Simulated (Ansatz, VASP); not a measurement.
# NiO in two plane-wave programs, part 2 of 2

Wanted: the spread between two codes on one cell, functional and k mesh.

VASP 6.6.1 and Ansatz 0.2.0.

So far: Set-up; Ansatz: relaxation of cell and atoms, r2SCAN.

## (3) VASP: relaxation of cell and atoms, r2SCAN

Level of this step: r2SCAN, spin-polarised from a ferromagnetic start (one magnetic atom a cell); plane waves and PAW (Ni, O) (VASP).

The same cell, functional, mesh and smearing now go to VASP, with its own data sets and cutoff.

Lines of VASP's logs that name or quote its potential files are left out, and so is its time.

Input file INCAR:

```
SYSTEM = NiO
PREC = Accurate
ENCUT = 560
EDIFF = 1E-06
NELM = 100
ISMEAR = -1
SIGMA = 0.05
LREAL = .FALSE.
ALGO = Normal
METAGGA = R2SCAN
LASPH = .TRUE.
NBANDS = 15
ISPIN = 2
MAGMOM = 1 0
LMAXMIX = 4
LORBIT = 11
LWAVE = .FALSE.
LCHARG = .FALSE.
KPAR = 2
IBRION = 2
NSW = 60
ISIF = 3
EDIFFG = -0.01
```

Input file POSCAR:

```
NiO
1.0
    0.0000000000      2.0859016414      2.0859016414
    2.0859016414      0.0000000000      2.0859016414
    2.0859016414      2.0859016414      0.0000000000
Ni O
1 1
Direct
    0.0000000000      0.0000000000      0.0000000000
    0.5000000000      0.5000000000      0.5000000000
```

Input file KPOINTS:

```
Automatic mesh
0
Gamma
9 9 9
0 0 0
```

PAW data sets: Ni and O (PBE family, release 64).

Run with:

```bash
mpirun -np 2 vasp_std
```

Numbers of over 12 decimals in the logs are rounded to 6 here.

Output:

```text
[banner, memory and clock lines left out]
running    2 mpi-ranks, on    1 nodes
 distrk:  each k-point on    1 cores,    2 groups
 distr:  one band on    1 cores,    1 groups

 POSCAR found type information on POSCAR NiO
 POSCAR found :  2 types and       2 ions
|                                                                             |
|               ----> ADVICE to this user running VASP <----                  |
|                                                                             |
|     You enforced a specific xc type in the INCAR file but a different       |
|     [... a line on the potential file left out ...]
|     I HOPE YOU KNOW WHAT YOU ARE DOING!                                     |
|                                                                             |

 LDA part: xc-table for (None), standard interpolation
 POSCAR, INCAR and KPOINTS ok, starting setup
 FFT: planning ... GRIDC
 FFT: planning ... GRID_SOFT
 FFT: planning ... GRID
 WAVECAR not read
 entering main loop
       N       E                     dE             d eps       ncg     rms          rms(c)
DAV:   1     0.757213874089E+02    0.75721E+02   -0.81420E+03  2172   0.144E+03
DAV:   2    -0.199139027438E+02   -0.95635E+02   -0.83476E+02  2303   0.281E+02
DAV:   3    -0.248668660104E+02   -0.49530E+01   -0.47919E+01  2450   0.681E+01
DAV:   4    -0.249137912458E+02   -0.46925E-01   -0.46899E-01  2560   0.649E+00
DAV:   5    -0.249148878487E+02   -0.10966E-02   -0.10966E-02  2621   0.990E-01    0.153E+01
DAV:   6    -0.205780968305E+02    0.43368E+01   -0.18303E+01  2275   0.852E+01    0.180E+01
DAV:   7    -0.198493270739E+02    0.72877E+00   -0.37581E+00  2514   0.542E+01    0.875E+00
DAV:   8    -0.200780614440E+02   -0.22873E+00   -0.51298E-01  2737   0.138E+01    0.495E+00
DAV:   9    -0.200992082742E+02   -0.21147E-01   -0.17111E-01  3080   0.907E+00    0.149E+00
DAV:  10    -0.201099036246E+02   -0.10695E-01   -0.53559E-02  2780   0.419E+00    0.739E-01
DAV:  11    -0.201097540485E+02    0.14958E-03   -0.10193E-02  2441   0.133E+00    0.287E-01
DAV:  12    -0.201102831446E+02   -0.52910E-03   -0.10356E-03  2806   0.556E-01    0.479E-02
DAV:  13    -0.201102870526E+02   -0.39079E-05   -0.59903E-05  2729   0.110E-01    0.216E-02
DAV:  14    -0.201102960675E+02   -0.90150E-05   -0.18955E-05  2639   0.733E-02    0.111E-02
DAV:  15    -0.201102986287E+02   -0.25612E-05   -0.21264E-06  2159   0.241E-02    0.438E-03
DAV:  16    -0.201102972642E+02    0.13646E-05   -0.11152E-06  1515   0.145E-02    0.276E-03
DAV:  17    -0.201102980732E+02   -0.80901E-06   -0.12466E-07  1225   0.122E-02
   1 F= -.20110298E+02 E0= -.20110294E+02  d E =-.201103E+02  mag=     2.0000
 curvature:   0.00 expect dE= 0.000E+00 dE for cont linesearch  0.000E+00
 trial: gam= 0.00000 g(F)=  0.176E-63 g(S)=  0.631E-02 ort = 0.000E+00 (trialstep = 0.100E+01)
 search vector abs. value=  0.631E-02
 bond charge predicted
       N       E                     dE             d eps       ncg     rms          rms(c)
DAV:   1    -0.201708980056E+02   -0.60601E-01   -0.83270E-01  2177   0.165E+01    0.186E+00
DAV:   2    -0.201153675757E+02    0.55530E-01   -0.10960E-01  2429   0.796E+00    0.115E+00
DAV:   3    -0.201119382722E+02    0.34293E-02   -0.62551E-03  2174   0.941E-01    0.757E-01
DAV:   4    -0.201113059020E+02    0.63237E-03   -0.46026E-04  2261   0.257E-01    0.247E-01
DAV:   5    -0.201108700513E+02    0.43585E-03   -0.18452E-04  2970   0.252E-01    0.700E-02
DAV:   6    -0.201108444745E+02    0.25577E-04   -0.75311E-05  2729   0.148E-01    0.226E-02
DAV:   7    -0.201108467165E+02   -0.22419E-05   -0.70906E-06  2693   0.450E-02    0.154E-02
DAV:   8    -0.201108458965E+02    0.82000E-06   -0.19746E-06  1627   0.270E-02
   2 F= -.20110846E+02 E0= -.20110844E+02  d E =-.547823E-03  mag=     2.0000
 trial-energy change:   -0.000548  1 .order   -0.000611   -0.006306    0.005084
 step:   0.5454(harm=  0.5536)  dis= 0.00000  next Energy=   -20.112007 (dE=-0.171E-02)
 bond charge predicted
       N       E                     dE             d eps       ncg     rms          rms(c)
DAV:   1    -0.201243888594E+02   -0.13542E-01   -0.16959E-01  2191   0.740E+00    0.844E-01
DAV:   2    -0.201129405136E+02    0.11448E-01   -0.22288E-02  2408   0.348E+00    0.510E-01
DAV:   3    -0.201122209416E+02    0.71957E-03   -0.12470E-03  2149   0.396E-01    0.341E-01
DAV:   4    -0.201120934219E+02    0.12752E-03   -0.88900E-05  2241   0.125E-01    0.110E-01
DAV:   5    -0.201119910339E+02    0.10239E-03   -0.42312E-05  2942   0.111E-01    0.269E-02
DAV:   6    -0.201119843961E+02    0.66378E-05   -0.13657E-05  2701   0.655E-02    0.108E-02
DAV:   7    -0.201119842295E+02    0.16665E-06   -0.11171E-06  1458   0.183E-02
   3 F= -.20111984E+02 E0= -.20111982E+02  d E =-.168616E-02  mag=     2.0000
 curvature:  -0.28 expect dE=-0.171E-07 dE for cont linesearch -0.171E-07
 trial: gam= 0.00000 g(F)=  0.479E-60 g(S)=  0.618E-07 ort =-0.197E-04 (trialstep = 0.909E+00)
 search vector abs. value=  0.619E-07
 reached required accuracy - stopping structural energy minimisation
```

OUTCAR, selected parts (step 3):

```text
ion  position               nearest neighbor table
   1  0.000  0.000  0.000-   2 2.09   2 2.09   2 2.09   2 2.09   2 2.09   2 2.09
   2  0.500  0.500  0.500-   1 2.09   1 2.09   1 2.09   1 2.09   1 2.09   1 2.09

  LATTYP: Found a face centered cubic cell.
 ALAT       =     4.1718032828

 Subroutine GETGRP returns: Found 48 space group operations
 (whereof 48 operations were pure point group operations)

The static configuration has the point symmetry O_h .

 Found     35 irreducible k-points:

   k-points           NKPTS =     35   k-points in BZ     NKDIM =     35   number of bands    NBANDS=     15

   dimension x,y,z NGX =    24 NGY =   24 NGZ =   24
   dimension x,y,z NGXF=    48 NGYF=   48 NGZF=   48

   ENCUT  =  560.0 eV  41.16 Ry    6.42 a.u.   5.69  5.69  5.69*2*pi/ulx,y,z

   NELECT =      16.0000    total number of electrons

 k-points in reciprocal lattice and weights: Automatic mesh
   0.00000000  0.00000000  0.00000000       0.001
   0.11111111  0.00000000  0.00000000       0.011
   0.22222222  0.00000000  0.00000000       0.011
   0.33333333  0.00000000  0.00000000       0.011
   0.44444444  0.00000000  0.00000000       0.011
   0.11111111  0.11111111  0.00000000       0.008
   0.22222222  0.11111111  0.00000000       0.033
   0.33333333  0.11111111  0.00000000       0.033
   0.44444444  0.11111111  0.00000000       0.033
[...]
-0.33333333  0.44444444  0.11111111       0.033
  -0.33333333  0.44444444  0.22222222       0.033

 average (electrostatic) potential at core
       1 -89.5713       2 -71.4141

 E-fermi :   7.7806

 spin component 1
 k-point     1 :       0.0000    0.0000    0.0000
  band No.  band energies     occupation
    ...
      5       4.3147      1.00000
      6       4.3148      1.00000
      7       4.6359      1.00000
      8       4.6359      1.00000
      9       4.6359      1.00000
     10       9.5464      0.00000
     11      26.1911      0.00000
     12      27.0149      0.00000
     13      27.0150      0.00000
     14      27.0150      0.00000
    ...

 k-point     2 :       0.1111    0.0000    0.0000
  band No.  band energies     occupation
    ...
      5       4.3063      1.00000
      6       4.3064      1.00000
      7       4.8256      1.00000
      8       5.2935      1.00000
      9       5.2936      1.00000
     10      10.3860      0.00000
     11      23.6303      0.00000
     12      26.5678      0.00000
     13      26.5679      0.00000
     14      28.2730      0.00000
    ...

 k-point     3 :       0.2222    0.0000    0.0000
  band No.  band energies     occupation
    ...
      5       4.4874      1.00000
      6       4.4875      1.00000
      7       5.0396      1.00000
      8       6.1919      1.00000
      9       6.1919      1.00000
     10      11.9673      0.00000
     11      20.9140      0.00000
     12      24.9623      0.00000
     13      24.9626      0.00000
     14      28.6036      0.00000
    ...

 k-point     4 :       0.3333    0.0000    0.0000
  band No.  band energies     occupation
    ...
      5       4.7179      1.00000
      6       4.7180      1.00000
      7       5.3148      1.00000
      8       6.9228      1.00000
      9       6.9229      1.00000
     10      13.2422      0.00000
     11      19.0376      0.00000
     12      23.3147      0.00000
     13      23.3150      0.00000
     14      28.9352      0.00000
    ...

 k-point     5 :       0.4444    0.0000    0.0000
  band No.  band energies     occupation
    ...
      5       4.8750      1.00000
      6       4.8751      1.00000
      7       5.5378      1.00000
      8       7.3350      0.99987
      9       7.3351      0.99986
     10      13.7080      0.00000
     11      18.3192      0.00000
     12      22.3650      0.00000
     13      22.3654      0.00000
     14      29.3857      0.00000
    ...

 k-point     6 :       0.1111    0.1111    0.0000
  band No.  band energies     occupation
    ...
      5       3.8087      1.00000
      6       4.2239      1.00000
      7       5.1120      1.00000
      8       5.1401      1.00000
      9       5.1402      1.00000
     10      10.7030      0.00000
     11      23.8078      0.00000
     12      25.9436      0.00000
     13      25.9436      0.00000
     14      26.7593      0.00000
    ...

  Total       -0.0009240     -0.0009240     -0.0009240      0.0000000      0.0000000      0.0000000
  in kB       -0.0806166     -0.0806166     -0.0806166      0.0000000      0.0000000      0.0000000
  external PRESSURE =      -0.0806166 kB  Pullay stress =       0.0000000 kB

  energy-cutoff  :      560.00
  volume of cell :       18.36
      direct lattice vectors                 reciprocal lattice vectors
     0.000000000  2.094002263  2.094002263    -0.238777201  0.238777201  0.238777201
     2.094002263  0.000000000  2.094002263     0.238777201 -0.238777201  0.238777201
     2.094002263  2.094002263 -0.000000000     0.238777201  0.238777201 -0.238777201

 POSITION                                       TOTAL-FORCE (eV/Angst)
 -----------------------------------------------------------------------------------
      0.00000      0.00000      0.00000         0.000000     -0.000000     -0.000000
      2.09400      2.09400      2.09400        -0.000000      0.000000      0.000000
 -----------------------------------------------------------------------------------
    total drift:                                0.000000     -0.000000     -0.000000

  FREE ENERGIE OF THE ION-ELECTRON SYSTEM (eV)
  ---------------------------------------------------
  free  energy   TOTEN  =       -20.1119842295 eV

  energy  without entropy=      -20.1119791562  energy(sigma->0) =      -20.11198169

 reached required accuracy - stopping structural energy minimisation

 total charge
# of ion       s       p       d       tot
------------------------------------------
    1        0.334   0.413   8.167   8.914
    2        1.553   3.492   0.000   5.044
--------------------------------------------------
tot          1.887   3.905   8.167  13.958

 magnetization (x)
# of ion       s       p       d       tot
------------------------------------------
    1        0.011   0.012   1.671   1.694
    2        0.028   0.247   0.000   0.275
--------------------------------------------------
tot          0.039   0.259   1.671   1.969

[... 6 further parts left out ...]
```

CONTCAR:

```
NiO
   1.00000000000000
     0.0000000000000000    2.0940022630757902    2.0940022630757902
     2.0940022630757902    0.0000000000000000    2.0940022630757902
     2.0940022630757902    2.0940022630757902   -0.0000000000000000
  Ni              O
     1     1
Direct
     0.0000000000000000    0.0000000000000000    0.0000000000000000
     0.5000000000000000    0.5000000000000000    0.5000000000000000
```

The cell holds one magnetic atom, so no antiferromagnetic order fits into it. Experiment finds antiferromagnetic order in this phase (below 523 K, arxiv:1210.6675), so this ferromagnetic run describes another state. The run keeps the 48 symmetry operations of its start, so it cannot find a distortion of lower symmetry.

## (4) Differences

Known differences besides the potentials themselves: VASP keeps PBE cores, Ansatz makes them for the functional; both relaxations stop at a tolerance, which leaves soft axes loose, and VASP keeps its plane-wave basis; the data sets hold 24 valence electrons in Ansatz (default PAW (the set named soft_2) files) and 16 in VASP; the cutoff is 500 eV in Ansatz and 560 eV in VASP; Ansatz adds a Pulay correction to the stress that steers its cell, VASP none; site moments are counted in spheres of each program's own size. Total energies have different zeros and are not compared.

Compared:

```csv
quantity,Ansatz,VASP,difference
volume (Å³),18.37,18.36,+0.03 %
"edge a after relaxation, in the typed setting (Å)",2.962,2.961,+0.01 %
total moment (μB),2.00,2.00,0.00
moment on Ni1 (μB),1.67,1.69,-0.02
moment on O2 (μB),0.28,0.28,+0.01
```

The walks stopped with 0.03 GPa left in Ansatz and -0.01 GPa in VASP; each walk ends within a tolerance, so the volume difference is uncertain by about these residues over the bulk modulus, most in soft cells.

## (5) Outcome

```
difference in volume (relaxation of cell and atoms, r2SCAN) : 0.030 %
```

What this shows: The difference in volume is 0.030 % (relaxation of cell and atoms, r2SCAN), within the 1.2 % picked in this series as the mark of a large difference, as far as the stopping tolerances let one tell. Such differences can come from data sets, numerical settings and the points named under the comparisons, not from the functional's error against experiment.

[Lines on the potential files, build, host, timing and source positions are cut from VASP's logs without a mark.]

[Logs are printed without paths, hosts, clocks, repeated set-up lines and the standing remarks that a program may print on its own settings, such as how far it seeks lower states.]

[Hosts, paths, dates, database ids (printed as entryN), source tags and the programs' standing remarks are cut or masked in the printed files.]
